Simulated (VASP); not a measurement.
All values below come from r2SCAN meta-GGA, VASP's PBE PAW potentials (set 64) (plane waves; VASP).

VASP input:

POSCAR:
```
SiC
1
    1.5384079086    -2.6646007436     0.0000000000
    1.5384079086     2.6646007436    -0.0000000000
    0.0000000000     0.0000000000    10.0735540916
Si C
4 4
Direct
  0.0000000000   0.0000000000   0.0002950869
  0.0000000000   0.0000000000   0.5002950869
  0.6666670000   0.3333330000   0.7502468517
  0.3333330000   0.6666670000   0.2502468517
  0.0000000000   0.0000000000   0.8128563093
  0.0000000000   0.0000000000   0.3128563093
  0.6666670000   0.3333330000   0.5622317521
  0.3333330000   0.6666670000   0.0622317521
```

KPOINTS:
```
Automatic mesh
0
Gamma
11 11 3
0 0 0
```

**INCAR**
```
SYSTEM = SiC
PREC = Accurate; ENCUT = 520; LREAL = F
LASPH = T; NBANDS = 63
EDIFF = 1E-7; NELM = 100; ALGO = Normal
LMIXTAU = T
ISMEAR = 0; SIGMA = 0.01
METAGGA = R2SCAN
LWAVE = F; LCHARG = F; NEDOS = 1001
LOPTICS = T; LPEAD = T; CSHIFT = 0.1
```

POTCAR, in this order: Si C (PBE.64 set). Program: vasp_std.

Output of the run:

**OSZICAR**
```
       N       E                     dE             d eps       ncg     rms          rms(c)
DAV:   1     0.371347421713E+02    0.37135E+02   -0.12533E+04  4040   0.466E+02
DAV:   2    -0.849714471656E+02   -0.12211E+03   -0.11528E+03  4887   0.122E+02
DAV:   3    -0.892971864912E+02   -0.43257E+01   -0.42557E+01  4960   0.183E+01
DAV:   4    -0.893158634732E+02   -0.18677E-01   -0.18672E-01  4808   0.137E+00
DAV:   5    -0.893159265798E+02   -0.63107E-04   -0.63105E-04  4736   0.829E-02    0.184E+01
DAV:   6    -0.810108813887E+02    0.83050E+01   -0.37675E+00  4667   0.810E+00    0.100E+01
DAV:   7    -0.768439918912E+02    0.41669E+01   -0.17212E+00  4413   0.351E+00    0.447E+00
DAV:   8    -0.773050740080E+02   -0.46108E+00   -0.46284E-01  4319   0.265E+00    0.262E+00
DAV:   9    -0.768985484063E+02    0.40653E+00   -0.14879E-01  4368   0.154E+00    0.927E-01
DAV:  10    -0.772629822427E+02   -0.36443E+00   -0.11801E-01  4109   0.134E+00    0.524E-01
DAV:  11    -0.772857299507E+02   -0.22748E-01   -0.81555E-03  4760   0.283E-01    0.345E-01
DAV:  12    -0.773012770684E+02   -0.15547E-01   -0.41459E-03  4452   0.249E-01    0.179E-01
DAV:  13    -0.773079996435E+02   -0.67226E-02   -0.19222E-03  4431   0.173E-01    0.756E-02
DAV:  14    -0.773078051554E+02    0.19449E-03   -0.15208E-04  4600   0.461E-02    0.649E-02
DAV:  15    -0.773079191393E+02   -0.11398E-03   -0.12785E-05  4851   0.105E-02    0.484E-02
DAV:  16    -0.773078162071E+02    0.10293E-03   -0.30471E-05  4466   0.227E-02    0.107E-02
DAV:  17    -0.773079700028E+02   -0.15380E-03   -0.17101E-05  4438   0.170E-02    0.135E-02
DAV:  18    -0.773079393492E+02    0.30654E-04   -0.10116E-06  4976   0.330E-03    0.846E-03
DAV:  19    -0.773079462054E+02   -0.68563E-05   -0.25688E-07  4459   0.235E-03    0.157E-03
DAV:  20    -0.773079298990E+02    0.16306E-04   -0.35582E-07  4454   0.277E-03    0.158E-03
DAV:  21    -0.773079357091E+02   -0.58101E-05   -0.17898E-07  4688   0.166E-03    0.118E-03
DAV:  22    -0.773079276958E+02    0.80134E-05   -0.14082E-08  2683   0.507E-04    0.612E-04
DAV:  23    -0.773079285095E+02   -0.81370E-06   -0.22085E-09  2618   0.186E-04    0.344E-04
DAV:  24    -0.773079269825E+02    0.15269E-05   -0.93418E-10  2618   0.105E-04    0.591E-05
DAV:  25    -0.773079271563E+02   -0.17372E-06   -0.12521E-10  2576   0.480E-05    0.512E-05
DAV:  26    -0.773079269427E+02    0.21353E-06   -0.48923E-11  2548   0.266E-05    0.163E-05
DAV:  27    -0.773079271004E+02   -0.15763E-06   -0.15074E-11  2513   0.164E-05    0.727E-06
DAV:  28    -0.773079270079E+02    0.92506E-07   -0.87977E-12  2513   0.114E-05
   1 F= -.77307927E+02 E0= -.77307927E+02  d E =-.125695E-18
 imaginary and real dielectric function
```

File OUTCAR:
```
------------------------ aborting loop because EDIFF is reached ----------------------------------------
  FORCE on cell =-STRESS in cart. coord.  units (eV):
  Direction    XX          YY          ZZ          XY          YZ          ZX
  --------------------------------------------------------------------------------------
  Total       -0.0080186     -0.0080186      0.0114110      0.0000000      0.0000000      0.0000000
  in kB       -0.1555578     -0.1555578      0.2213702      0.0000000      0.0000000      0.0000000
  external PRESSURE =      -0.0299151 kB  Pullay stress =       0.0000000 kB
  volume of cell :       82.59
      direct lattice vectors                 reciprocal lattice vectors
     1.538407909 -2.664600744  0.000000000     0.325011330 -0.187645373  0.000000000
     1.538407909  2.664600744  0.000000000     0.325011330  0.187645373  0.000000000
     0.000000000  0.000000000 10.073554092     0.000000000  0.000000000  0.099269830
  FREE ENERGIE OF THE ION-ELECTRON SYSTEM (eV)
  ---------------------------------------------------
  free  energy   TOTEN  =       -77.3079270079 eV

  energy  without entropy=      -77.3079270079  energy(sigma->0) =      -77.30792701

 plasma frequency squared (from intraband transitions) (eV^2)
  --------------------------------------------------------------------------------------
       0.000       0.000       0.000
       0.000       0.000       0.000
       0.000       0.000       0.000

 plasma frequency squared (from interband transitions, int dw w eps(2)(w)) (eV^2)
  --------------------------------------------------------------------------------------
     477.452       0.000      -0.000       0.000       0.000       0.000
      -0.000      -0.000     477.452       0.000      -0.000      -0.000
       0.000      -0.000      -0.000       0.000     477.984       0.000
```
(Selected blocks of OUTCAR.)

OUTCAR:
```
 val. band max:        8.0777253604   @ k =   0.0000   0.0000   0.0000

 cond. band min:      10.7676675928   @ k =   0.4545   0.0000   0.0000


 Fermi energy:         8.1352856217

 k-point     1 :       0.0000    0.0000    0.0000
  band No.  band energies     occupation
      1      -8.2000      2.00000
      2      -6.9819      2.00000
      3      -6.9425      2.00000
      4      -4.5664      2.00000
      5      -0.8327      2.00000
      6       3.5084      2.00000
      7       3.5559      2.00000
      8       6.8288      2.00000
      9       6.8289      2.00000
     10       7.3139      2.00000
     11       7.3139      2.00000
     12       7.4649      2.00000
     13       7.4650      2.00000
     14       8.0254      2.00000
     15       8.0777      2.00000
     16       8.0777      2.00000
     17      13.7493      0.00000
     18      14.3414      0.00000
     19      14.9789      0.00000
     20      14.9949      0.00000
     21      15.5926      0.00000
     22      15.5926      0.00000
     23      15.6072      0.00000
     24      15.6072      0.00000
     25      16.0468      0.00000
     26      16.7122      0.00000
     27      16.7122      0.00000
     28      17.0022      0.00000
     29      17.0022      0.00000
     30      17.8010      0.00000
     31      18.3412      0.00000
     32      19.8123      0.00000
     33      20.9495      0.00000
     34      20.9495      0.00000
     35      21.8825      0.00000
     36      21.8825      0.00000
     37      23.2028      0.00000
     38      23.6330      0.00000
     39      24.6847      0.00000
     40      24.6847      0.00000
     41      25.6657      0.00000
     42      26.1602      0.00000
     43      26.1602      0.00000
     44      26.4416      0.00000
     45      26.5600      0.00000
     46      26.5600      0.00000
     47      26.6027      0.00000
     48      27.7918      0.00000
     49      27.7918      0.00000
     50      29.3724      0.00000
     51      31.0197      0.00000
...
```

The compound is SiC in the 4h structure. It was relaxed first.
